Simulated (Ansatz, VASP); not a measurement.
Given: the input of a run of VASP 6.6.1 on CaCuH2. The cell comes from a database or a generator and needn't be the stable form of this composition.

Contents of INCAR:

```
SYSTEM = CaCuH2
  PREC = Accurate
  ENCUT = 600
  EDIFF = 1E-6
  ISMEAR = -1
  SIGMA = 0.05
  LREAL = .FALSE.
  LASPH = .TRUE.
  NELM = 100
  ALGO = Fast
  ISIF = 3
  LWAVE = .FALSE.
  LCHARG = .FALSE.
  GGA = PE
  IVDW = 12
  IBRION = 2
  NSW = 60
  EDIFFG = -0.005
```

Contents of KPOINTS:

```
Automatic mesh
0
G
  6 6 6
  0 0 0
```

File POSCAR:

```
CaCuH2
1.0
    1.9452400000      1.1230900000      4.3573800000
   -1.9452400000      1.1230900000      4.3573800000
    0.0000000000     -2.2461700000      4.3573800000
Ca Cu H
1 1 2
Direct
    0.5000000000      0.5000000000      0.5000000000
    0.0000000000      0.0000000000      0.0000000000
    0.8818100000      0.8818100000      0.8818100000
    0.1181900000      0.1181900000      0.1181900000
```

Potentials or basis: VASP PAW PBE potentials, release 64 (Ca_sv, Cu, H).

The run is started by

```sh
$ cat potpaw_PBE.64/Ca_sv/POTCAR potpaw_PBE.64/Cu/POTCAR potpaw_PBE.64/H/POTCAR > POTCAR
$ mpirun -np 1 vasp_std > vasp.out
```

Q: What does the same run look like in Ansatz 0.2.0? Potentials or basis there: Ansatz PAW, cutoff 420 eV.

A: As run (cutoffs and basis follow the program's own potentials, and thresholds, step limits or extra output files can differ):

Contents of input.yaml:

```yaml
crystal:
  lattice:
    - [1.94524, 1.12309, 4.35738]
    - [-1.94524, 1.12309, 4.35738]
    - [0.0, -2.24617, 4.35738]
  atoms:
    - { symbol: Ca, position: [0.5, 0.5, 0.5] }
    - { symbol: Cu, position: [0.0, 0.0, 0.0] }
    - { symbol: H, position: [0.88181, 0.88181, 0.88181] }
    - { symbol: H, position: [0.11819, 0.11819, 0.11819] }
hamiltonian:
  xc: pbe
  pseudopotentials: { kind: paw }
  dispersion: d3bj
kpoints:
  mp_grid: { grid: [6, 6, 6] }
scf:
  occupations: { method: fermi_dirac, width: 0.05 }
output:
  forces: true
  stress: true
  eigenvalues: true
relax:
  f_tol: 0.01
  max_steps: 40
  cell: { stress_tol: 0.05 }
```

Potentials or basis: Ansatz PAW.

Command:

```bash
$ ansatz run input.yaml --threads 2 --pin off --max-ram 5632MiB --backend cpu --events-out ev --progress --plain --runs-dir out
```

Both were run:

|  | VASP | Ansatz |
| --- | --- | --- |
| Relaxed volume | 13.56 Å³/atom | 13.49 Å³/atom |
| Relaxed cell | a = 4.816 Å, b = 4.816 Å, c = 4.816 Å, α = 46.79°, β = 46.79°, γ = 46.79° | a = 4.801 Å, b = 4.801 Å, c = 4.801 Å, α = 46.92°, β = 46.92°, γ = 46.92° |
| Space group after relaxing | R-3m (No. 166) | R-3m (No. 166) |
| Pressure after relaxing | 0.0 GPa | 0.0 GPa |

Ansatz's pressure holds a Pulay term of +0.09 GPa for its cutoff of 420 eV, which the other run lacks.

The potentials hold 23 and 31 valence electrons a cell.

Where Ansatz's input types no cutoff or centring, it takes its own default and a Γ-centred mesh.

Pressure is positive in compression.
